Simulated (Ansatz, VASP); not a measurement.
## SbOs in VASP and in Ansatz

The input INCAR:

```
SYSTEM = SbOs
PREC = Accurate ; ENCUT = 520
EDIFF = 1E-6 ; ISMEAR = -1
SIGMA = 0.05 ; LREAL = .False.
LASPH = .True. ; NELM = 60
ALGO = Normal ; ISIF = 2
LWAVE = .False. ; LCHARG = .True.
GGA = PE ; LELF = .True.
LVHAR = .True. ; NBANDS = 14
```

Contents of KPOINTS:

```
regular mesh
0
Gamma
  12 12 12
  0 0 0
```

The input POSCAR:

```
SbOs
1.0
    3.0042577168      0.0000000000      0.0000000000
    0.0000000000      3.0042577168      0.0000000000
    0.0000000000      0.0000000000      3.0042577168
Os Sb
1 1
Direct
    0.0000000000      0.0000000000      0.0000000000
    0.5000000000      0.5000000000      0.5000000000
```

Input for Ansatz:

```yaml
crystal:
  lattice:
    - [3.0042577168, 0.0, 0.0]
    - [0.0, 3.0042577168, 0.0]
    - [0.0, 0.0, 3.0042577168]
  atoms:
    - { symbol: Os, position: [0.0, 0.0, 0.0] }
    - { symbol: Sb, position: [0.5, 0.5, 0.5] }
kpoints:
  mp_grid: { grid: [12, 12, 12] }
scf:
  occupations: { method: fermi_dirac, width: 0.05 }
hamiltonian:
  xc: pbe
  pseudopotentials: { kind: paw }
output:
  forces: true
  stress: true
  eigenvalues: true
  populations: true
  write_density: true
  write_potential: true
  elf: true
  volumetric_format: npy
```

Change from the starting cell: volume scaled by 0.76, PAW files.

Alike in both runs: task single point; functional PBE; k mesh 12 × 12 × 12; occupations fermi-dirac, width 0.05 eV; no spin polarisation.

|  | VASP | Ansatz |
| --- | --- | --- |
| version | VASP 6.6.1 | Ansatz 0.2.0 |
| potentials or method | VASP PAW PBE potentials, release 64 (Os, Sb) | PAW with Ansatz's default frozen-core files, scalar-relativistic |
| plane-wave cutoff (eV) | 520 | 420 |
| valence electrons in the cell | 13 | 31 |

|  | VASP | Ansatz | Ansatz less VASP |
| --- | --- | --- | --- |
| pressure (GPa) | 100.8 | 98.3 | -2.52 |

With one functional, cell and mesh, what is left measures potentials, basis and numerics. The two sets of potentials don't hold the same shells in valence.

Caveats: the cell as given lies far from equilibrium; so large a pressure means that the cell lies far from this level's equilibrium, or that cutoff or potentials fall short (VASP). Spin-orbit coupling is left out, which matters for the levels of Os, Sb.
